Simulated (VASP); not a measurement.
Output of a VASP run:

### OUTCAR
```
 ion  position               nearest neighbor table
   1  0.000  0.000  0.000-   3 2.32   3 2.32   3 2.32   2 2.32   3 2.32   2 2.32   2 2.32   2 2.32
  LATTYP: Found a face centered cubic cell.
 ALAT       =     5.3480386268
 Subroutine PRICEL returns:
 Original cell was already a primitive cell.
 Subroutine GETGRP returns: Found 48 space group operations
The static configuration has the point symmetry O_h .
The dynamic configuration has the point symmetry O_h .
 Subroutine INISYM returns: Found 48 space group operations
 Subroutine IBZKPT returns following result:
 Found     47 irreducible k-points:

 Following reciprocal coordinates:
            Coordinates               Weight
  0.000000  0.000000  0.000000      1.000000
  0.100000  0.000000  0.000000      8.000000
  0.200000  0.000000  0.000000      8.000000
  0.300000  0.000000  0.000000      8.000000
  0.400000  0.000000  0.000000      8.000000
  0.500000  0.000000  0.000000      4.000000
  0.100000  0.100000  0.000000      6.000000
  0.200000  0.100000  0.000000     24.000000
  0.300000  0.100000  0.000000     24.000000
  0.400000  0.100000  0.000000     24.000000
  0.500000  0.100000  0.000000     24.000000
 -0.400000  0.100000  0.000000     24.000000
 -0.300000  0.100000  0.000000     24.000000
 -0.200000  0.100000  0.000000     24.000000
 -0.100000  0.100000  0.000000     12.000000
  0.200000  0.200000  0.000000      6.000000
  0.300000  0.200000  0.000000     24.000000
  0.400000  0.200000  0.000000     24.000000
  0.500000  0.200000  0.000000     24.000000
 -0.400000  0.200000  0.000000     24.000000
 -0.300000  0.200000  0.000000     24.000000
 -0.200000  0.200000  0.000000     12.000000
  0.300000  0.300000  0.000000      6.000000
  0.400000  0.300000  0.000000     24.000000
  0.500000  0.300000  0.000000     24.000000
 -0.400000  0.300000  0.000000     24.000000
 -0.300000  0.300000  0.000000     12.000000
  0.400000  0.400000  0.000000      6.000000
  0.500000  0.400000  0.000000     24.000000
 -0.400000  0.400000  0.000000     12.000000
  0.500000  0.500000  0.000000      3.000000
  0.300000  0.200000  0.100000     24.000000
  0.400000  0.200000  0.100000     48.000000
  0.500000  0.200000  0.100000     48.000000
 -0.400000  0.200000  0.100000     24.000000
  0.400000  0.300000  0.100000     24.000000
  0.500000  0.300000  0.100000     48.000000
 -0.400000  0.300000  0.100000     48.000000
 -0.300000  0.300000  0.100000     48.000000
 -0.200000  0.300000  0.100000     24.000000
   k-points           NKPTS =     47   k-points in BZ     NKDIM =     47   number of bands    NBANDS=     12
   number of dos      NEDOS =    301   number of ions     NIONS =      3
   total plane-waves  NPLWV =  21952
   dimension x,y,z NGX =    28 NGY =   28 NGZ =   28
   dimension x,y,z NGXF=    56 NGYF=   56 NGZF=   56
   ions per type =               1   2
   PREC   = accura    normal or accurate (medium, high low for compatibility)
   ISTART =      0    job   : 0-new  1-cont  2-samecut
   ICHARG =      2    charge: 1-file 2-atom 10-const
   ISPIN  =      1    spin polarized calculation?
   LNONCOLLINEAR =      F non collinear calculations
   LSORBIT =      F    spin-orbit coupling
   INIWAV =      1    electr: 0-lowe 1-rand  2-diag
   ENCUT  =  480.0 eV  35.28 Ry    5.94 a.u.   6.76  6.76  6.76*2*pi/ulx,y,z
   NELM   =    100;   NELMIN=  2; NELMDL= -5     # of ELM steps
   EDIFF  = 0.1E-06   stopping-criterion for ELM
   LREAL  =      F    real-space projection
   NLSPLINE    = F    spline interpolate recip. space projectors
   LMAXMIX     =    4 max onsite mixed and CHGCAR
   VOSKOWN=      0    Vosko Wilk Nusair interpolation
   EDIFFG = -.1E-01   stopping-criterion for IOM
   NSW    =     40    number of steps for IOM
   NBLOCK =      1;   KBLOCK =     40    inner block; outer block
   IBRION =      2    ionic relax: 0-MD 1-quasi-New 2-CG
   NFREE  =      1    steps in history (QN), initial steepest desc. (CG)
...
```

File OSZICAR:
```
       N       E                     dE             d eps       ncg     rms          rms(c)
DAV:   1     0.693418579022E+02    0.69342E+02   -0.67347E+03  1144   0.127E+03
DAV:   2    -0.164290957512E+02   -0.85771E+02   -0.79379E+02  1140   0.250E+02
DAV:   3    -0.206057514305E+02   -0.41767E+01   -0.40330E+01  1452   0.643E+01
DAV:   4    -0.207071913817E+02   -0.10144E+00   -0.10115E+00  1380   0.952E+00
DAV:   5    -0.207100791855E+02   -0.28878E-02   -0.28868E-02  1500   0.169E+00    0.145E+01
DAV:   6    -0.242485262185E+02   -0.35384E+01   -0.40935E+01  1436   0.136E+02    0.177E+01
DAV:   7    -0.193054813564E+02    0.49430E+01   -0.17060E+01  1508   0.107E+02    0.352E+00
DAV:   8    -0.193286897858E+02   -0.23208E-01   -0.10152E+00  1332   0.844E+00    0.185E+00
DAV:   9    -0.192951863813E+02    0.33503E-01   -0.10177E-01  1444   0.677E+00    0.443E-01
DAV:  10    -0.192952349419E+02   -0.48561E-04   -0.59131E-03  1380   0.902E-01    0.698E-02
DAV:  11    -0.192951943755E+02    0.40566E-04   -0.36238E-04  1700   0.341E-01    0.400E-02
DAV:  12    -0.192952172124E+02   -0.22837E-04   -0.50568E-05  1208   0.735E-02    0.257E-02
DAV:  13    -0.192952173627E+02   -0.15026E-06   -0.29102E-06  1476   0.148E-02    0.446E-03
DAV:  14    -0.192952175442E+02   -0.18154E-06   -0.59249E-07  1336   0.115E-02    0.290E-03
DAV:  15    -0.192952176518E+02   -0.10757E-06   -0.13556E-07   816   0.818E-03    0.729E-04
DAV:  16    -0.192952177101E+02   -0.58361E-07   -0.62480E-08   696   0.196E-03
   1 F= -.19056539E+02 E0= -.19056877E+02  d E =-.190565E+02
```

### OUTCAR
```
------------------------ aborting loop because EDIFF is reached ----------------------------------------
  FORCE on cell =-STRESS in cart. coord.  units (eV):
  Direction    XX          YY          ZZ          XY          YZ          ZX
  --------------------------------------------------------------------------------------
  Total        0.2397279      0.2397279      0.2397279     -0.0000000      0.0000000      0.0000000
  in kB       10.0439724     10.0439724     10.0439724     -0.0000000      0.0000000      0.0000000
  external PRESSURE =       0.0439724 kB  Pullay stress =      10.0000000 kB
  volume of cell :       38.24
      direct lattice vectors                 reciprocal lattice vectors
     0.000000000  2.674019313  2.674019313    -0.186984439  0.186984439  0.186984439
     2.674019313  0.000000000  2.674019313     0.186984439 -0.186984439  0.186984439
     2.674019313  2.674019313  0.000000000     0.186984439  0.186984439 -0.186984439
 POSITION                                       TOTAL-FORCE (eV/Angst)
 -----------------------------------------------------------------------------------
      0.00000      0.00000      0.00000         0.000000      0.000000      0.000000
      1.33701      1.33701      1.33701        -0.000000     -0.000000     -0.000000
      4.01103      4.01103      4.01103         0.000000      0.000000      0.000000
 -----------------------------------------------------------------------------------
    total drift:                               -0.000000     -0.000000      0.000000
  FREE ENERGIE OF THE ION-ELECTRON SYSTEM (eV)
  ---------------------------------------------------
  free  energy   TOTEN  =       -19.2952177101 eV

  energy  without entropy=      -19.2962319528  energy(sigma->0) =      -19.29555579
  enthalpy is  TOTEN    =       -19.0565393572 eV   P V=        0.2386783530

 reached required accuracy - stopping structural energy minimisation
```
(Selected blocks of OUTCAR.)

### POSCAR
```
CoSi2
1
   -0.0000000000     2.6740193134     2.6740193134
    2.6740193134    -0.0000000000     2.6740193134
    2.6740193134     2.6740193134    -0.0000000000
Co Si
1 2
Direct
  0.0000000000   0.0000000000   0.0000000000
  0.2500000000   0.2500000000   0.2500000000
  0.7500000000   0.7500000000   0.7500000000
```

**Question.** Reconstruct the remaining input files.

**Answer.** This is not unique; one that fits is the input of the run itself, PBE GGA, plane waves, VASP's PBE PAW potentials (set 64).

KPOINTS:
```
Regular mesh
0
Gamma
10 10 10
```

**INCAR**
```
! general
SYSTEM  = CoSi2
PREC    = Accurate
ENCUT   = 480   ! plane-wave cut-off (eV)
LREAL   = .FALSE.   ! projection in real space or not
LASPH   = .TRUE.   ! aspherical one-centre terms

! electronic loop
EDIFF   = 1E-7   ! SCF stop (eV)
NELM    = 100
ALGO    = Normal   ! blocked Davidson
LMAXMIX = 4

! smearing
ISMEAR  = 1   ! Methfessel-Paxton
SIGMA   = 0.1

! functional
GGA     = PE

! ions
IBRION  = 2   ! conjugate gradients
NSW     = 40   ! most ionic steps
ISIF    = 3
EDIFFG  = -0.01
PSTRESS = 10   ! kbar

! output
LWAVE   = .FALSE.
LCHARG  = .FALSE.
```

POTCAR, in this order: Co Si (PBE.64 set). Program: vasp_std.

The compound is CoSi2 in the fluorite structure. It was relaxed first under an external pressure of 1 GPa. The run is not spin-polarised, so no magnetic state was tried. The electron count is odd and the run is not spin-polarised, which forces a metal.
